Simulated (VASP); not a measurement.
Output of a VASP run:

File OUTCAR:
```
 ion  position               nearest neighbor table
   1  0.000  0.000  0.000-   2 2.88   2 2.88   2 2.88   2 2.88   2 2.88   2 2.88
   2  0.500  0.500  0.500-   1 2.88   1 2.88   1 2.88   1 2.88   1 2.88   1 2.88
  LATTYP: Found a face centered cubic cell.
 ALAT       =     5.7672000000
 Subroutine PRICEL returns:
 Original cell was already a primitive cell.
 Subroutine GETGRP returns: Found 48 space group operations
The static configuration has the point symmetry O_h .
The dynamic configuration has the point symmetry O_h .
 Subroutine INISYM returns: Found 48 space group operations
 Subroutine IBZKPT returns following result:
 Found     47 irreducible k-points:

 Following reciprocal coordinates:
            Coordinates               Weight
  0.000000  0.000000  0.000000      1.000000
  0.100000  0.000000  0.000000      8.000000
  0.200000  0.000000  0.000000      8.000000
  0.300000  0.000000  0.000000      8.000000
  0.400000  0.000000  0.000000      8.000000
  0.500000  0.000000  0.000000      4.000000
  0.100000  0.100000  0.000000      6.000000
  0.200000  0.100000  0.000000     24.000000
  0.300000  0.100000  0.000000     24.000000
  0.400000  0.100000  0.000000     24.000000
  0.500000  0.100000  0.000000     24.000000
 -0.400000  0.100000  0.000000     24.000000
 -0.300000  0.100000  0.000000     24.000000
 -0.200000  0.100000  0.000000     24.000000
 -0.100000  0.100000  0.000000     12.000000
  0.200000  0.200000  0.000000      6.000000
  0.300000  0.200000  0.000000     24.000000
  0.400000  0.200000  0.000000     24.000000
  0.500000  0.200000  0.000000     24.000000
 -0.400000  0.200000  0.000000     24.000000
 -0.300000  0.200000  0.000000     24.000000
 -0.200000  0.200000  0.000000     12.000000
  0.300000  0.300000  0.000000      6.000000
  0.400000  0.300000  0.000000     24.000000
  0.500000  0.300000  0.000000     24.000000
 -0.400000  0.300000  0.000000     24.000000
 -0.300000  0.300000  0.000000     12.000000
  0.400000  0.400000  0.000000      6.000000
  0.500000  0.400000  0.000000     24.000000
 -0.400000  0.400000  0.000000     12.000000
  0.500000  0.500000  0.000000      3.000000
  0.300000  0.200000  0.100000     24.000000
  0.400000  0.200000  0.100000     48.000000
  0.500000  0.200000  0.100000     48.000000
 -0.400000  0.200000  0.100000     24.000000
  0.400000  0.300000  0.100000     24.000000
  0.500000  0.300000  0.100000     48.000000
 -0.400000  0.300000  0.100000     48.000000
 -0.300000  0.300000  0.100000     48.000000
 -0.200000  0.300000  0.100000     24.000000
   k-points           NKPTS =     47   k-points in BZ     NKDIM =     47   number of bands    NBANDS=     14
   number of dos      NEDOS =    301   number of ions     NIONS =      2
   total plane-waves  NPLWV =  21952
   dimension x,y,z NGX =    28 NGY =   28 NGZ =   28
   dimension x,y,z NGXF=    56 NGYF=   56 NGZF=   56
   ions per type =               1   1
   PREC   = accura    normal or accurate (medium, high low for compatibility)
   ISTART =      0    job   : 0-new  1-cont  2-samecut
   ICHARG =      2    charge: 1-file 2-atom 10-const
   ISPIN  =      1    spin polarized calculation?
   LNONCOLLINEAR =      F non collinear calculations
   LSORBIT =      F    spin-orbit coupling
   INIWAV =      1    electr: 0-lowe 1-rand  2-diag
   ENCUT  =  400.0 eV  29.40 Ry    5.42 a.u.   6.65  6.65  6.65*2*pi/ulx,y,z
   NELM   =    100;   NELMIN=  2; NELMDL= -5     # of ELM steps
   EDIFF  = 0.1E-05   stopping-criterion for ELM
   LREAL  =      F    real-space projection
   NLSPLINE    = F    spline interpolate recip. space projectors
   LMAXMIX     =    6 max onsite mixed and CHGCAR
   VOSKOWN=      0    Vosko Wilk Nusair interpolation
   EDIFFG = -.1E-01   stopping-criterion for IOM
   NSW    =     60    number of steps for IOM
   NBLOCK =      1;   KBLOCK =     60    inner block; outer block
   IBRION =      2    ionic relax: 0-MD 1-quasi-New 2-CG
...
```

**OSZICAR**
```
...
DAV:   7    -0.155365239391E+02    0.20922E-03   -0.79897E-04  1460   0.208E-01    0.998E-02
DAV:   8    -0.155364968424E+02    0.27097E-04   -0.24637E-04  1490   0.944E-02    0.454E-02
DAV:   9    -0.155364980970E+02   -0.12546E-05   -0.58401E-06  1472   0.201E-02    0.147E-02
DAV:  10    -0.155364985490E+02   -0.45200E-06   -0.57698E-07   694   0.619E-03
   3 F= -.15536499E+02 E0= -.15537037E+02  d E =-.248054E+01
       N       E                     dE             d eps       ncg     rms          rms(c)
DAV:   1    -0.155696729844E+02   -0.33175E-01   -0.66415E-01  1412   0.101E+01    0.184E+00
DAV:   2    -0.155453810066E+02    0.24292E-01   -0.71848E-02  1406   0.270E+00    0.438E-01
DAV:   3    -0.155421632074E+02    0.32178E-02   -0.70107E-03  1502   0.762E-01    0.171E-01
DAV:   4    -0.155419017537E+02    0.26145E-03   -0.10053E-03  1442   0.285E-01    0.156E-01
DAV:   5    -0.155419319056E+02   -0.30152E-04   -0.84085E-05  1538   0.910E-02    0.141E-02
DAV:   6    -0.155419281421E+02    0.37635E-05   -0.21218E-05  1436   0.314E-02    0.653E-03
DAV:   7    -0.155419279593E+02    0.18277E-06   -0.12007E-06   788   0.109E-02
   4 F= -.15541928E+02 E0= -.15542454E+02  d E =-.248597E+01
       N       E                     dE             d eps       ncg     rms          rms(c)
DAV:   1    -0.155582771649E+02   -0.16349E-01   -0.38745E-01  1412   0.778E+00    0.142E+00
DAV:   2    -0.155441441174E+02    0.14133E-01   -0.41767E-02  1406   0.207E+00    0.339E-01
DAV:   3    -0.155422680402E+02    0.18761E-02   -0.40523E-03  1526   0.582E-01    0.129E-01
DAV:   4    -0.155421159939E+02    0.15205E-03   -0.58644E-04  1436   0.219E-01    0.119E-01
DAV:   5    -0.155421358206E+02   -0.19827E-04   -0.46874E-05  1550   0.682E-02    0.109E-02
DAV:   6    -0.155421339075E+02    0.19131E-05   -0.11669E-05  1442   0.233E-02    0.493E-03
DAV:   7    -0.155421337788E+02    0.12864E-06   -0.62691E-07   706   0.802E-03
   5 F= -.15542134E+02 E0= -.15542652E+02  d E =-.248617E+01
       N       E                     dE             d eps       ncg     rms          rms(c)
DAV:   1    -0.155621310213E+02   -0.19997E-01   -0.49008E-01  1412   0.881E+00    0.155E+00
DAV:   2    -0.155442083678E+02    0.17923E-01   -0.54229E-02  1406   0.233E+00    0.383E-01
DAV:   3    -0.155418799424E+02    0.23284E-02   -0.49775E-03  1514   0.636E-01    0.133E-01
DAV:   4    -0.155416689862E+02    0.21096E-03   -0.76483E-04  1466   0.250E-01    0.128E-01
DAV:   5    -0.155416708574E+02   -0.18712E-05   -0.54662E-05  1502   0.738E-02    0.135E-02
DAV:   6    -0.155416676231E+02    0.32343E-05   -0.12906E-05  1454   0.246E-02    0.502E-03
DAV:   7    -0.155416678796E+02   -0.25650E-06   -0.59763E-07   742   0.776E-03
   6 F= -.15541668E+02 E0= -.15542195E+02  d E =0.465899E-03
       N       E                     dE             d eps       ncg     rms          rms(c)
DAV:   1    -0.155499829036E+02   -0.83153E-02   -0.18000E-01  1406   0.530E+00    0.959E-01
DAV:   2    -0.155434000727E+02    0.65828E-02   -0.19512E-02  1406   0.141E+00    0.231E-01
DAV:   3    -0.155425299495E+02    0.87012E-03   -0.18810E-03  1526   0.395E-01    0.870E-02
DAV:   4    -0.155424609523E+02    0.68997E-04   -0.27355E-04  1436   0.149E-01    0.806E-02
DAV:   5    -0.155424723896E+02   -0.11437E-04   -0.21462E-05  1550   0.461E-02    0.755E-03
DAV:   6    -0.155424716429E+02    0.74671E-06   -0.53232E-06  1430   0.157E-02
   7 F= -.15542472E+02 E0= -.15542993E+02  d E =-.337864E-03
```

OUTCAR:
```
------------------------ aborting loop because EDIFF is reached ----------------------------------------
  FORCE on cell =-STRESS in cart. coord.  units (eV):
  Direction    XX          YY          ZZ          XY          YZ          ZX
  --------------------------------------------------------------------------------------
  Total       -0.0026561     -0.0026561     -0.0026561     -0.0000000     -0.0000000      0.0000000
  in kB       -0.1398963     -0.1398963     -0.1398963     -0.0000000     -0.0000000      0.0000000
  external PRESSURE =      -0.1398963 kB  Pullay stress =       0.0000000 kB
  volume of cell :       30.42
      direct lattice vectors                 reciprocal lattice vectors
     0.000000000  2.477647728  2.477647728    -0.201804314  0.201804314  0.201804314
     2.477647728 -0.000000000  2.477647728     0.201804314 -0.201804314  0.201804314
     2.477647728  2.477647728 -0.000000000     0.201804314  0.201804314 -0.201804314
 POSITION                                       TOTAL-FORCE (eV/Angst)
 -----------------------------------------------------------------------------------
      0.00000      0.00000      0.00000         0.000000      0.000000     -0.000000
      2.47765      2.47765      2.47765         0.000000      0.000000      0.000000
 -----------------------------------------------------------------------------------
    total drift:                               -0.000000      0.000000      0.000000
  FREE ENERGIE OF THE ION-ELECTRON SYSTEM (eV)
  ---------------------------------------------------
  free  energy   TOTEN  =       -15.5424716429 eV

  energy  without entropy=      -15.5440362136  energy(sigma->0) =      -15.54299317

 reached required accuracy - stopping structural energy minimisation
```
(Selected blocks of OUTCAR.)

File POSCAR:
```
WS
1
    0.0000000000     2.8836000000     2.8836000000
    2.8836000000     0.0000000000     2.8836000000
    2.8836000000     2.8836000000     0.0000000000
W S
1 1
Direct
  0.0000000000   0.0000000000   0.0000000000
  0.5000000000   0.5000000000   0.5000000000
```

### Question
Reconstruct the remaining input files.

### Answer
Several could match; the one computed here: the input of the run itself, PBE GGA, plane waves, VASP's PBE PAW potentials (set 64).

KPOINTS:
```
Automatic mesh
0
Gamma
10 10 10
0 0 0
```

INCAR:
```
SYSTEM = WS
PREC = Accurate
ENCUT = 400
EDIFF = 1E-6
NELM = 100
ALGO = Normal
LREAL = .FALSE.
LASPH = .TRUE.
ISMEAR = 1
SIGMA = 0.1
GGA = PE
LMAXMIX = 6
LWAVE = .FALSE.
LCHARG = .FALSE.
IBRION = 2
ISIF = 3
NSW = 60
EDIFFG = -0.01
```

POTCAR, in this order: W_sv S (PBE.64 set). Program: vasp_std.

Energy and stress use the plane-wave basis of the starting cell.

The structure was generated: WS was put into the rock salt type (Fm-3m), which need not be its known phase. This run relaxes it. Symmetry was kept, so distortions that lower it aren't found. VASP warned that the highest band is occupied, so more bands are needed.
